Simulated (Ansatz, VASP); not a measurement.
# Mg3SbAs: VASP beside Ansatz, part 2 of 2

One calculation is typed for both programs; each brings its own data sets. How far apart do they land? The cell is generated by rule, not measured, and may not be a known phase. The cell is taken from a series of runs on this material, whose earlier steps may have relaxed, scaled, displaced or heated it; both programs get it as it stands.

VASP 6.6.1 and Ansatz 0.2.0.

So far: The starting structure; VASP: relaxation of cell and atoms, PBEsol, pair 1; Ansatz: relaxation of cell and atoms, PBEsol, pair 1; Side by side.

The structure was built from a prototype and need not be the compound's stable phase.

### 5. Ansatz: relaxation of cell and atoms, PBEsol, pair 2

Level of this step: Ansatz beside VASP: Kohn-Sham DFT, plane waves, PBEsol (Ansatz).

The relaxed volume is the usual yardstick between codes: in a stiff, nearly cubic crystal its relative difference is about their pressure difference at one cell divided by the bulk modulus.

The cell is taken from a series of runs on this material, whose earlier steps may have relaxed, scaled, displaced or heated it; both programs get it as it stands.

Input file input.yaml:

```yaml
crystal:
  lattice:
    - [4.4122358935, -2.8362e-06, 0.0]
    - [-2.2061154905, 3.8211097894, 0.0]
    - [0.0, 0.0, 6.9392129979]
  atoms:
    - { symbol: Mg, position: [0.3333333333, 0.6666666667, 0.6514793835] }
    - { symbol: Mg, position: [0.6666666667, 0.3333333333, 0.3761097792] }
    - { symbol: Mg, position: [0.0, 0.0, -0.0094265553] }
    - { symbol: Sb, position: [0.3333333333, 0.6666666667, 0.2176649404] }
    - { symbol: As, position: [0.6666666667, 0.3333333333, 0.7641724522] }
kpoints:
  mp_grid: { grid: [9, 9, 4] }
hamiltonian:
  xc: pbesol
  pseudopotentials: { kind: nc }
scf:
  occupations: { method: fixed }
output:
  forces: true
  stress: true
  eigenvalues: true
relax:
  adjacent_minimum: "off"
  f_tol: 0.001
  max_steps: 60
  cell: { stress_tol: 0.01 }
```

Launch:

```console
$ ansatz run input.yaml --threads 8 --pin off --max-ram 14336MiB --backend cpu --events-out ev --progress --plain --runs-dir out
```

Numbers of over 12 decimals in the logs are rounded to 6 here.

Output:

```text
[...]
Crystal: 5 atoms, lattice volume = 116.993 Å³
Basis set: ecut = 1142.878222 eV, 10239 PW (Γ), exchange–correlation on 100×100×160 points (8 copies of the dense FFT grid, shifted against one another)
Bands: 36, of which v1, the nominal top of the filled ones, is band 30 counted from 1 (29 counted from 0)
Symmetry: 6 space group operations
[...]
cell:  # Å, volume = 116.9925 Å³
    - [4.412434, -2.8363437083721037e-6, 0]
    - [-2.206214, 3.821281, 0]
    - [0, 0, 6.938584]
  atoms:
    - { symbol: Mg, position: [0.333333, 0.666667, 0.651572] }
    - { symbol: Mg, position: [0.666667, 0.333333, 0.376083] }
    - { symbol: Mg, position: [0, 0, -0.0093893] }
    - { symbol: Sb, position: [0.333333, 0.666667, 0.217629] }
    - { symbol: As, position: [0.666667, 0.333333, 0.764106] }
[key lines of the parts left out:]
SCF converged after 8 iterations
Free energy (F): -10196.077546 eV
Fermi energy:    7.639868 eV
P = ⅓ Tr σ = 0.0004 GPa (0.004 kbar)
```

### 6. VASP: relaxation of cell and atoms, PBEsol, pair 2

The same cell, functional and mesh now go to VASP, with its own data sets.

Input file INCAR:

```
SYSTEM = Mg3SbAs
PREC = Accurate
ENCUT = 600
EDIFF = 1E-07
NELM = 120
ISMEAR = 0
SIGMA = 0.01
LREAL = .FALSE.
ALGO = Normal
GGA = PS
NBANDS = 14
LORBIT = 11
LWAVE = .FALSE.
LCHARG = .FALSE.
ISIF = 3
IBRION = 2
NSW = 80
EDIFFG = -0.005
LASPH = .TRUE.
GGA_COMPAT = .FALSE.
NELMIN = 4
EFERMI = MIDGAP
KPAR = 2
```

Input file POSCAR:

```
Mg3SbAs
1.0
    4.4122360000     -0.0000030000      0.0000000000
   -2.2061150000      3.8211100000      0.0000000000
    0.0000000000      0.0000000000      6.9392130000
Mg Sb As
3 1 1
Direct
    0.3333333770      0.6666667539      0.6514793536
    0.6666666230      0.3333332461      0.3761097980
    0.0000000000      0.0000000000      0.9905734267
    0.3333333770      0.6666667539      0.2176648851
    0.6666666230      0.3333332461      0.7641723925
```

Input file KPOINTS:

```
Automatic mesh
0
Gamma
9 9 4
0 0 0
```

The projector-augmented-wave data sets are Mg, Sb and As (PBE family, release 64).

Launch:

```console
$ mpirun -np 2 vasp_std
```

Output:

```text
[banner, memory and clock lines left out]
running    2 mpi-ranks, on    1 nodes
[...]
[... a notice as in an earlier step ...]

 LDA part: xc-table for (Slater+PW92), standard interpolation
 POSCAR, INCAR and KPOINTS ok, starting setup
[...]
entering main loop
       N       E                     dE             d eps       ncg     rms          rms(c)
DAV:   1     0.492501390373E+02    0.49250E+02   -0.58861E+03  1204   0.988E+02
DAV:   2    -0.135685389408E+02   -0.62819E+02   -0.56789E+02  1490   0.131E+02
DAV:   3    -0.179457251656E+02   -0.43772E+01   -0.42803E+01  1636   0.375E+01
DAV:   4    -0.180094253083E+02   -0.63700E-01   -0.63683E-01  1372   0.517E+00
[...]
DAV:  13    -0.171926655194E+02    0.12783E-05   -0.46842E-06  1498   0.152E-02    0.430E-03
DAV:  14    -0.171926654559E+02    0.63559E-07   -0.17936E-06  1570   0.662E-03    0.212E-03
DAV:  15    -0.171926655014E+02   -0.45500E-07   -0.86720E-08   860   0.206E-03
   1 F= -.17192666E+02 E0= -.17192666E+02  d E =-.171927E+02
[... from here on, the cycles between the ionic steps are left out ...]
   2 F= -.17192720E+02 E0= -.17192720E+02  d E =-.545863E-04
   3 F= -.17192721E+02 E0= -.17192721E+02  d E =-.553334E-04
   4 F= -.17192738E+02 E0= -.17192738E+02  d E =-.168270E-04
   5 F= -.17192746E+02 E0= -.17192746E+02  d E =-.254751E-04
[...]
reached required accuracy - stopping structural energy minimisation
```

Parts of OUTCAR (step 6):

```text
  Total       -0.0038903     -0.0038903      0.0018451     -0.0000000     -0.0000000     -0.0000000
  in kB       -0.0532268     -0.0532268      0.0252451     -0.0000000     -0.0000000     -0.0000000
  external PRESSURE =      -0.0270695 kB  Pullay stress =       0.0000000 kB

 POSITION                                       TOTAL-FORCE (eV/Angst)
 -----------------------------------------------------------------------------------
      0.00000      2.54849      4.52218        -0.000000     -0.000000      0.000078
      2.20706      1.27424      2.61261        -0.000000     -0.000000     -0.002080
      0.00000      0.00000      6.87267        -0.000000     -0.000000     -0.000794
      0.00000      2.54849      1.50777        -0.000000     -0.000000      0.000059
      2.20706      1.27424      5.30405         0.000000      0.000000      0.002737
 -----------------------------------------------------------------------------------
    total drift:                                0.000001      0.000024      0.000076

  FREE ENERGIE OF THE ION-ELECTRON SYSTEM (eV)
  ---------------------------------------------------
  free  energy   TOTEN  =       -17.1927463099 eV

  energy  without entropy=      -17.1927463099  energy(sigma->0) =      -17.19274631

[... 2 parts as in an earlier step ...]

[... 2 further parts left out ...]
[key lines of the parts left out:]
E-fermi :   4.2622
```

### 7. Side by side

What differs besides the data sets and the points named for the pairs above, as far as they apply: fixed occupations in Ansatz, narrow Gaussian smearing in VASP; the data sets hold 60 valence electrons in Ansatz (on norm-conserving files, of PseudoDojo where its log says so) and 16 in VASP. Total energies have different zeros and are not compared.

Both answers:

```
                                         quantity  Ansatz    VASP  difference
                                      volume (Å³)  116.99  117.10     -0.09 %
edge a after relaxation, in the typed setting (Å)   4.412   4.414     -0.04 %
edge c after relaxation, in the typed setting (Å)   6.939   6.940     -0.02 %
```

### 8. Summary of results

* difference in volume (relaxation of cell and atoms, PBEsol, pair 1): -0.093 %
* difference in volume (relaxation of cell and atoms, PBEsol, pair 2): -0.093 %

In words: The difference in volume is -0.093 % (relaxation of cell and atoms, PBEsol, pair 1), within the 1.2 % picked in this series as the mark of a large difference, as far as the stopping tolerances let one tell. The data sets hold unlike numbers of valence electrons (60 in Ansatz and 16 in VASP), so part of the differences comes from the potentials. Such differences can come from data sets, numerical settings and the points named under the comparisons, not from the functional's error against experiment.

[Lines on the potential files, build, host, timing and source positions are cut from VASP's logs without a mark.]

[Logs are printed without paths, hosts, clocks, repeated set-up lines and the standing remarks that a program may print on its own settings, such as how far it seeks lower states.]

[Hosts, paths, dates, database ids (printed as entryN), source tags and the programs' standing remarks are cut or masked in the printed files.]
